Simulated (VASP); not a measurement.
These are G0W0 on PBE orbitals, VASP's PBE PAW potentials (set 64) (plane waves; VASP) values and carry that method's errors.

VASP ran on this input.

### KPOINTS
```
Automatic mesh
0
Gamma
4 4 4
0 0 0
```

File POSCAR:
```
KF
1.0
  0.0000000000   2.6750000000   2.6750000000
  2.6750000000   0.0000000000   2.6750000000
  2.6750000000   2.6750000000   0.0000000000
K F
1 1
Cart
  0.0000000000   0.0000000000   0.0000000000
  2.6750000000   2.6750000000   2.6750000000
```

### INCAR
```
# general
SYSTEM     =KF
PREC       =Normal
ENCUT      =500   # plane-wave cut-off (eV)
LREAL      =.FALSE.   # projection in real space or not
LASPH      =.TRUE.
NBANDS     =64

# electronic loop
ALGO       =EVGW0

# smearing
ISMEAR     =0   # Gaussian
SIGMA      =0.01   # width (eV)

# functional
GGA        =PE   # PBE

# output
LWAVE      =.FALSE.
LCHARG     =.FALSE.

# other
NELMGW     =1
NOMEGA     =64
ENCUTGW    =150
NBANDSGW   =16
LSPECTRALGW=.TRUE.
```

POTCAR, in this order: K_sv_GW F_GW_new (PBE.64 set). Program: vasp_std. Read from the step before: WAVECAR, WAVEDER.

The resulting files:

OSZICAR:
```
energies w=
    0.000    0.000    0.741    0.000    1.481    0.000    2.217    0.000
    2.948    0.000    3.674    0.000    4.391    0.000    5.101    0.000
    5.801    0.000    6.493    0.000    7.174    0.000    7.846    0.000
    8.510    0.000    9.163    0.000    9.809    0.000   10.448    0.000
   11.079    0.000   11.705    0.000   12.327    0.000   12.944    0.000
   13.560    0.000   14.174    0.000   14.789    0.000   15.406    0.000
   16.026    0.000   16.651    0.000   17.282    0.000   17.922    0.000
   18.573    0.000   19.236    0.000   19.914    0.000   20.609    0.000
   21.324    0.000   22.062    0.000   22.828    0.000   23.623    0.000
   24.453    0.000   25.323    0.000   26.237    0.000   27.203    0.000
   28.228    0.000   29.320    0.000   30.490    0.000   31.748    0.000
   33.110    0.000   34.592    0.000   36.216    0.000   38.005    0.000
   39.991    0.000   42.212    0.000   44.717    0.000   47.569    0.000
   50.849    0.000   54.666    0.000   59.167    0.000   64.555    0.000
   71.124    0.000   79.308    0.000   89.781    0.000  103.644    0.000
  122.840    0.000  151.129    0.000  196.879    0.000  283.235    0.000
NQ=   1    0.0000    0.0000    0.0000,
 performed         73000 updates of chi_q(r,r)
NQ=   2    0.2500    0.0000    0.0000,
 performed        220000 updates of chi_q(r,r)
NQ=   3    0.5000    0.0000    0.0000,
 performed        330000 updates of chi_q(r,r)
NQ=   4    0.2500    0.2500    0.0000,
 performed        463000 updates of chi_q(r,r)
NQ=   5    0.5000    0.2500    0.0000,
 performed        643000 updates of chi_q(r,r)
NQ=   6   -0.2500    0.2500    0.0000,
 performed        802000 updates of chi_q(r,r)
NQ=   7    0.5000    0.5000    0.0000,
 performed        904000 updates of chi_q(r,r)
NQ=   8   -0.2500    0.5000    0.2500,
 performed       1039000 updates of chi_q(r,r)
 resolving degeneracies of screened two electron integrals
```

File OUTCAR:
```


 k-point   1 :       0.0000    0.0000    0.0000
  band No.  KS-energies  QP-energies   sigma(KS)   V_xc(KS)     V^pw_x(r,r')   Z            occupation Imag(sigma)

      1     -26.5670     -28.5681     -21.5376     -18.4286     -30.7053       0.6436       2.0000       0.6052
      2     -19.0777     -22.8666     -28.0323     -22.9949     -37.0153       0.7522       2.0000       0.7731
      3      -9.8198     -13.1638     -22.0324     -18.0486     -24.9167       0.8394       2.0000       0.0861
      4      -9.8198     -13.1638     -22.0324     -18.0486     -24.9167       0.8394       2.0000       0.0861
      5      -9.8198     -13.1638     -22.0324     -18.0486     -24.9167       0.8394       2.0000       0.0861
      6      -0.4313      -2.6427     -24.5747     -21.7416     -29.5418       0.7805       2.0000       0.1108
      7      -0.4313      -2.6427     -24.5747     -21.7416     -29.5418       0.7805       2.0000       0.1108
      8      -0.4313      -2.6427     -24.5747     -21.7416     -29.5418       0.7805       2.0000       0.1108
      9       5.7244       6.8765      -6.5329      -7.8282      -3.8193       0.8894       0.0000      -0.0469
     10      10.2322      12.9221      -7.5577     -10.6261      -4.6997       0.8767       0.0000      -0.0559
     11      10.2322      12.9221      -7.5577     -10.6261      -4.6997       0.8767       0.0000      -0.0559
     12      10.2322      12.9221      -7.5577     -10.6261      -4.6997       0.8767       0.0000      -0.0559
     13      11.8555      15.1909      -8.8524     -12.6802      -5.8894       0.8714       0.0000      -0.0573
     14      11.8555      15.1909      -8.8524     -12.6802      -5.8894       0.8714       0.0000      -0.0573
     15      16.4223      16.9032      -3.9654      -4.5241      -0.6595       0.8607       0.0000      -0.2278
     16      23.7672      27.2706      -8.4731     -12.6213      -4.4771       0.8446       0.0000      -0.3053

 k-point   2 :       0.2500    0.0000    0.0000
  band No.  KS-energies  QP-energies   sigma(KS)   V_xc(KS)     V^pw_x(r,r')   Z            occupation Imag(sigma)

      1     -26.5209     -28.5232     -21.5891     -18.4787     -30.7343       0.6437       2.0000       0.5912
      2     -19.1212     -22.9123     -27.9680     -22.9218     -36.9470       0.7513       2.0000       0.7804
      3      -9.9574     -13.3147     -21.8946     -17.8889     -24.7813       0.8381       2.0000       0.0847
      4      -9.8382     -13.1885     -22.0034     -18.0134     -24.8717       0.8397       2.0000       0.0820
      5      -9.8382     -13.1885     -22.0034     -18.0134     -24.8717       0.8397       2.0000       0.0820
      6      -0.8653      -3.1699     -23.3402     -20.3895     -28.0946       0.7810       2.0000       0.1133
      7      -0.6074      -2.8482     -24.2035     -21.3302     -29.1300       0.7799       2.0000       0.1124
      8      -0.6074      -2.8482     -24.2035     -21.3302     -29.1300       0.7799       2.0000       0.1124
      9       7.2273       8.5786      -7.7258      -9.2647      -5.1485       0.8781       0.0000      -0.0485
     10       9.6444      11.8440      -7.2106      -9.7183      -4.4218       0.8771       0.0000      -0.0558
     11      10.9424      13.8516      -8.1263     -11.4632      -5.2365       0.8718       0.0000      -0.0598
     12      10.9424      13.8516      -8.1263     -11.4632      -5.2365       0.8718       0.0000      -0.0598
     13      12.4206      15.8867      -9.4326     -13.4400      -6.4580       0.8649       0.0000      -0.0621
     14      12.4206      15.8867      -9.4326     -13.4400      -6.4580       0.8649       0.0000      -0.0621
     15      17.9074      20.4152      -7.1978     -10.0777      -3.6973       0.8708       0.0000      -0.2364
     16      20.3055      22.1858      -6.9060      -9.0320      -3.3433       0.8844       0.0000      -0.3376

 k-point   3 :       0.5000    0.0000    0.0000
  band No.  KS-energies  QP-energies   sigma(KS)   V_xc(KS)     V^pw_x(r,r')   Z            occupation Imag(sigma)

      1     -26.4739     -28.4847     -21.6417     -18.5304     -30.7642       0.6463       2.0000       0.5772
      2     -19.1659     -22.9503     -27.9013     -22.8464     -36.8765       0.7487       2.0000       0.7878
      3     -10.0923     -13.4655     -21.7672     -17.7388     -24.6611       0.8373       2.0000       0.0842
      4      -9.8563     -13.2117     -21.9755     -17.9793     -24.8279       0.8397       2.0000       0.0779
      5      -9.8563     -13.2117     -21.9755     -17.9793     -24.8279       0.8397       2.0000       0.0779
      6      -1.2192      -3.6099     -22.5683     -19.5156     -27.2187       0.7832       2.0000       0.1179
      7      -0.7765      -3.0395     -23.8689     -20.9573     -28.7634       0.7773       2.0000       0.1148
      8      -0.7765      -3.0395     -23.8689     -20.9573     -28.7634       0.7773       2.0000       0.1148
      9       8.6280      10.6334      -8.8851     -11.1923      -6.4743       0.8692       0.0000      -0.0509
     10      10.1229      11.4147      -6.5963      -8.0681      -3.6727       0.8778       0.0000      -0.0623
     11      11.5859      14.7971      -9.2738     -12.9898      -6.4087       0.8642       0.0000      -0.0634
     12      11.5859      14.7971      -9.2738     -12.9898      -6.4087       0.8642       0.0000      -0.0634
     13      13.6903      17.7387     -10.2620     -14.9975      -7.1154       0.8549       0.0000      -0.0754
     14      13.6903      17.7387     -10.2620     -14.9975      -7.1154       0.8549       0.0000      -0.0754
     15      15.5073      18.7926      -9.2497     -13.1210      -5.8282       0.8486       0.0000      -0.1245
     16      17.8907      19.3544      -5.8601      -7.5455      -2.4905       0.8685       0.0000      -0.1644

 k-point   4 :       0.2500    0.2500    0.0000
  band No.  KS-energies  QP-energies   sigma(KS)   V_xc(KS)     V^pw_x(r,r')   Z            occupation Imag(sigma)

      1     -26.5081     -28.5140     -21.6033     -18.4941     -30.7453       0.6451       2.0000       0.5905
      2     -19.1130     -22.9135     -27.9973     -22.9507     -36.9817       0.7531       2.0000       0.7806
      3      -9.9760     -13.3399     -21.8320     -17.8185     -24.7059       0.8381       2.0000       0.0834
      4      -9.9238     -13.2792     -21.9029     -17.9000     -24.8058       0.8382       2.0000       0.0929
      5      -9.9238     -13.2792     -21.9029     -17.9000     -24.8058       0.8382       2.0000       0.0929
      6      -0.9166      -3.2225     -23.4343     -20.4726     -28.2284       0.7786       2.0000       0.1151
      7      -0.4817      -2.7076     -24.4371     -21.5886     -29.3640       0.7814       2.0000       0.1106
      8      -0.4817      -2.7076     -24.4371     -21.5886     -29.3640       0.7814       2.0000       0.1106
      9       7.5201       8.9077      -7.3465      -8.9232      -4.6545       0.8801       0.0000      -0.0503
     10       8.7372      10.8183      -6.6034      -8.9613      -3.8399       0.8827       0.0000      -0.0517
     11      11.6551      14.7319      -8.4736     -12.0194      -5.5210       0.8677       0.0000      -0.0649
     12      11.6551      14.7319      -8.4736     -12.0194      -5.5210       0.8677       0.0000      -0.0649
     13      12.1013      15.3115      -9.8347     -13.5656      -6.9732       0.8604       0.0000      -0.0640
     14      12.3992      15.9334      -9.1525     -13.2190      -6.1364       0.8691       0.0000      -0.0600
     15      19.2281      21.5264      -6.4126      -8.9426      -2.9388       0.9084       0.0000      -0.3362
     16      19.6183      21.9082      -7.3010      -9.9457      -3.6486       0.8658       0.0000      -0.2199

 k-point   5 :       0.5000    0.2500    0.0000
  band No.  KS-energies  QP-energies   sigma(KS)   V_xc(KS)     V^pw_x(r,r')   Z            occupation Imag(sigma)

      1     -26.4638     -28.4800     -21.6527     -18.5442     -30.7765       0.6486       2.0000       0.5806
      2     -19.1307     -22.9259     -27.9848     -22.9304     -36.9711       0.7509       2.0000       0.7851
      3     -10.1766     -13.5676     -21.5834     -17.5355     -24.5116       0.8377       2.0000       0.1035
      4     -10.0056     -13.3722     -21.7999     -17.7811     -24.7000       0.8377       2.0000       0.0925
      5      -9.9435     -13.3047     -21.8730     -17.8636     -24.7626       0.8383       2.0000       0.0894
      6      -0.8790      -3.1979     -23.4084     -20.4405     -28.1466       0.7813       2.0000       0.1130
      7      -0.6818      -2.9436     -23.9893     -21.0892     -28.8412       0.7799       2.0000       0.1119
      8      -0.6317      -2.8811     -24.1495     -21.2652     -29.0485       0.7799       2.0000       0.1122
      9       8.6577      10.6463      -7.3370      -9.6025      -4.6980       0.8778       0.0000      -0.0515
     10       9.4697      11.1943      -7.6180      -9.5947      -4.8561       0.8725       0.0000      -0.0575
     11      11.1971      14.1199      -9.0977     -12.4686      -6.2527       0.8671       0.0000      -0.0605
     12      12.3120      15.7360      -9.4207     -13.3910      -6.4553       0.8624       0.0000      -0.0672
     13      13.4672      17.4270      -9.8400     -14.4518      -6.7007       0.8586       0.0000      -0.0723
     14      13.9321      17.1282      -9.1156     -12.8660      -5.9451       0.8522       0.0000      -0.0868
     15      15.1000      17.4857      -7.9084     -10.6978      -4.5825       0.8553       0.0000      -0.1077
     16      17.8161      19.6195      -7.0294      -9.1337      -3.5755       0.8570       0.0000      -0.1888

 k-point   6 :      -0.2500    0.2500    0.0000
  band No.  KS-energies  QP-energies   sigma(KS)   V_xc(KS)     V^pw_x(r,r')   Z            occupation Imag(sigma)

      1     -26.4768     -28.4874     -21.6383     -18.5285     -30.7652       0.6466       2.0000       0.5812
      2     -19.1408     -22.9216     -27.9550     -22.9019     -36.9366       0.7482       2.0000       0.7853
      3     -10.0634     -13.4346     -21.7101     -17.6823     -24.6348       0.8370       2.0000       0.1029
      4     -10.0183     -13.3842     -21.8254     -17.8069     -24.7076       0.8376       2.0000       0.0829
      5      -9.8583     -13.2126     -21.9720     -17.9754     -24.8264       0.8393       2.0000       0.0785
...
```
(Selected blocks of OUTCAR.)

The mesh is coarse and the basis finite, so the quasiparticle values are not converged.

The compound is KF in the rock salt structure. The cell was not relaxed at this level. The k-mesh is coarse (spacing up to 0.51 per Å, 2π included), so the numbers may not be converged in it.
